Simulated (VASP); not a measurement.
Level of theory: PBE GGA, VASP's PBE PAW potentials (set 64) (plane waves; VASP 6.6.1).

Input for VASP

INCAR:
```
SYSTEM = Be
PREC = Accurate; ENCUT = 300; LREAL = .False.
LASPH = .True.
EDIFF = 1E-6; NELM = 100; ALGO = Normal
ISMEAR = -1; SIGMA = 0.1
GGA = PE
ISIF = 2
LWAVE = .False.; LCHARG = .False.
```

### POSCAR
```
Be
1
    2.2647800000     0.0000000000     0.0000000000
   -1.1323900000     1.9613570000     0.0000000000
    0.0000000000     0.0000000000     3.5741000000
Be
2
Direct
  0.3333330000   0.6666670000   0.7500000000
  0.6666670000   0.3333330000   0.2500000000
```

### KPOINTS
```
Automatic mesh
0
Gamma
8 8 4
0 0 0
```

POTCAR, in this order: Be (PBE.64 set). Program: vasp_std.

Gaps are read on the run's mesh, which can miss a band edge.

**Question.** Estimate the energy per atom (σ→0), band gap (on the k-mesh).

**Answer.** 
```yaml
energy per atom (σ→0): -3.745 eV/atom
band gap (on the k-mesh): none (metal, semimetal or under 0.01 eV)
```

### OSZICAR
```
...
DAV:   3    -0.756192932301E+01   -0.11013E-01   -0.10382E-01   456   0.234E+00
DAV:   4    -0.756194798220E+01   -0.18659E-04   -0.18629E-04   552   0.613E-02
DAV:   5    -0.756194799483E+01   -0.12635E-07   -0.13683E-07   444   0.115E-03    0.120E+00
DAV:   6    -0.751558517242E+01    0.46363E-01   -0.58860E-03   420   0.101E+00    0.734E-01
DAV:   7    -0.749696370131E+01    0.18621E-01   -0.64156E-03   414   0.104E+00    0.277E-02
DAV:   8    -0.749694599584E+01    0.17705E-04   -0.11044E-05   492   0.354E-02    0.927E-03
DAV:   9    -0.749694510189E+01    0.89395E-06   -0.24926E-06   462   0.183E-02
   1 F= -.74969451E+01 E0= -.74908928E+01  d E =-.121047E-01
```

The structure comes from a computed database's Be entry; how it stands against other phases isn't given here. The cell was not relaxed at this level. The k-mesh is coarse (spacing up to 0.44 per Å, 2π included), so the numbers may not be converged in it. The run is one of a series of settings (KPOINTS 8×8×4 Γ-centred mesh against the base run), some of them coarse on purpose.
